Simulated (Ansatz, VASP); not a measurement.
Ta4O: VASP beside Ansatz

INCAR

```
  ALGO = Normal
  EDIFF = 1E-7
  ENCUT = 520
  GGA = PE
  ISIF = 2
  ISMEAR = 0
  LASPH = T
  LCHARG = F
  LREAL = F
  LWAVE = F
  NBANDS = 33
  NELM = 100
  PREC = Accurate
  SIGMA = 0.1
```

Contents of KPOINTS:

```
k-points
0
Gamma
  2 2 1
```

Contents of POSCAR:

```
Ta4O
1.0
    3.2574970000      0.0000000000      0.0000000000
    0.0000000000      3.2574970000      0.0000000000
    0.0000000000      0.0000000000      7.4093410000
Ta O
4 1
Direct
    0.0000000000      0.0000000000      0.5000000000
    0.5000000000      0.5000000000      0.7831580000
    0.5000000000      0.5000000000      0.2168420000
    0.0000000000      0.0000000000      0.0000000000
    0.5000000000      0.5000000000      0.5000000000
```

Input for Ansatz:

```yaml
crystal:
  lattice:
    - [3.257497, 0.0, 0.0]
    - [0.0, 3.257497, 0.0]
    - [0.0, 0.0, 7.409341]
  atoms:
    - { symbol: Ta, position: [0.0, 0.0, 0.5] }
    - { symbol: Ta, position: [0.5, 0.5, 0.783158] }
    - { symbol: Ta, position: [0.5, 0.5, 0.216842] }
    - { symbol: Ta, position: [0.0, 0.0, 0.0] }
    - { symbol: O, position: [0.5, 0.5, 0.5] }
basis:
  ecutwfc: 420
kpoints:
  mp_grid: { grid: [2, 2, 1] }
hamiltonian:
  xc: pbe
scf:
  occupations: { method: gaussian, width: 0.1 }
output:
  forces: true
  stress: true
  eigenvalues: true
```

Alike in both runs: task single point; functional PBE; k mesh 2 × 2 × 1; occupations gaussian, width 0.1 eV; no spin polarisation.

```csv
,VASP,Ansatz
version,VASP 6.6.1,Ansatz 0.2.0
potentials or method,"VASP PAW PBE potentials, release 64 (Ta_pv, O)","scalar-relativistic, plane waves, PAW"
plane-wave cutoff (eV),520,420
valence electrons in the cell,50,58
```

|  | VASP | Ansatz | Ansatz less VASP |
| --- | --- | --- | --- |
| gap on the k mesh at the Fermi level (eV) | 0.23 | 0.24 | +0.011 |
| least direct gap on the mesh (eV) | 0.44 | 0.45 | +0.010 |
| pressure (GPa) | 2.8 | 2.5 | -0.30 |
| largest component of the traceless stress (GPa) | 17.30 | 17.22 | -0.085 |
| rms of the force components (eV/Å) | 0.022 | 0.006 | -0.0167 |

Atom by atom the forces differ by 0.017 eV/Å (rms over components). The two sets of potentials don't hold the same shells in valence.

Caveats: the k mesh is coarse (spacing up to 0.96 Å⁻¹), so the values aren't converged; spin-orbit coupling is left out, which moves the levels of the heavy elements; an odd mesh through Γ misses points on the zone boundary, where band edges often lie.
